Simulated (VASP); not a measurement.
Output of a VASP run:

File OSZICAR:
```
       N       E                     dE             d eps       ncg     rms          rms(c)
DAV:   1     0.544382645222E+01    0.54438E+01   -0.43473E+03  1200   0.864E+02
DAV:   2     0.128662734069E+01   -0.41572E+01   -0.41236E+01  1408   0.498E+01
DAV:   3     0.125852442135E+01   -0.28103E-01   -0.28033E-01  1664   0.476E+00
DAV:   4     0.125847310079E+01   -0.51321E-04   -0.51321E-04  1592   0.164E-01
DAV:   5     0.125847307099E+01   -0.29799E-07   -0.29622E-07  1600   0.413E-03    0.741E+00
DAV:   6     0.124470174693E+01   -0.13771E-01   -0.33753E-03  1304   0.370E-01    0.449E+00
DAV:   7     0.123713901296E+01   -0.75627E-02   -0.73796E-03  1376   0.610E-01    0.824E-02
DAV:   8     0.123692479535E+01   -0.21422E-03   -0.40950E-04  1184   0.168E-01    0.631E-02
DAV:   9     0.123688789308E+01   -0.36902E-04   -0.56356E-05  1304   0.659E-02    0.111E-02
DAV:  10     0.123688879469E+01    0.90161E-06   -0.15702E-05  1264   0.366E-02    0.775E-03
DAV:  11     0.123688856165E+01   -0.23304E-06   -0.56808E-07  1760   0.723E-03    0.225E-03
DAV:  12     0.123688826249E+01   -0.29916E-06   -0.14332E-07   784   0.377E-03    0.297E-04
DAV:  13     0.123688828377E+01    0.21286E-07   -0.22062E-08   632   0.165E-03
   1 F= 0.12368883E+01 E0= 0.12364843E+01  d E =0.121193E-02
```

### OUTCAR
```
------------------------ aborting loop because EDIFF is reached ----------------------------------------
  FORCE on cell =-STRESS in cart. coord.  units (eV):
  Direction    XX          YY          ZZ          XY          YZ          ZX
  --------------------------------------------------------------------------------------
  Total        0.2797886      0.2797886      0.2797886      0.0000000      0.0000000      0.0000000
  in kB       11.7481485     11.7481485     11.7481485      0.0000000      0.0000000      0.0000000
  external PRESSURE =      11.7481485 kB  Pullay stress =       0.0000000 kB
  volume of cell :       38.16
      direct lattice vectors                 reciprocal lattice vectors
     0.000000000  2.672065193  2.672065193    -0.187121183  0.187121183  0.187121183
     2.672065193  0.000000000  2.672065193     0.187121183 -0.187121183  0.187121183
     2.672065193  2.672065193  0.000000000     0.187121183  0.187121183 -0.187121183
 POSITION                                       TOTAL-FORCE (eV/Angst)
 -----------------------------------------------------------------------------------
      0.00000      0.00000      0.00000         0.000000      0.000000      0.000000
 -----------------------------------------------------------------------------------
    total drift:                               -0.000000     -0.000000      0.000000
  FREE ENERGIE OF THE ION-ELECTRON SYSTEM (eV)
  ---------------------------------------------------
  free  energy   TOTEN  =         1.2368882838 eV

  energy  without entropy=        1.2356763548  energy(sigma->0) =        1.23648431
```
(Selected blocks of OUTCAR.)

**POSCAR**
```
Yb
1
    0.0000000000     2.6720651928     2.6720651928
    2.6720651928     0.0000000000     2.6720651928
    2.6720651928     2.6720651928     0.0000000000
Yb
1
Direct
  0.0000000000   0.0000000000   0.0000000000
```

Question: Write an INCAR and KPOINTS that could have produced this output.

Answer: Several could match; the one computed here: the input of the run itself, vdW-DF2, plane waves, VASP's PBE PAW potentials (set 64).

**INCAR**
```
AGGAC=0.0
ALGO=Normal
EDIFF=1E-7
ENCUT=520
GGA=ML
ISIF=2
ISMEAR=1
LASPH=.TRUE.
LCHARG=.FALSE.
LMAXMIX=6
LREAL=.FALSE.
LUSE_VDW=.TRUE.
LWAVE=.FALSE.
NELM=100
PREC=Accurate
SIGMA=0.1
SYSTEM=Yb
ZAB_VDW=-1.8867
```

File KPOINTS:
```
kpoints
0
gamma
12 12 12
```

POTCAR, in this order: Yb_2 (PBE.64 set). Program: vasp_std.

The 4f electrons are frozen in the core of the lanthanide potential, so 4f levels, which can set the real gap, and their magnetism are missing.

The compound is Yb in the fcc structure. This cell is one point of a volume scan, at 0.94 of the reference volume.
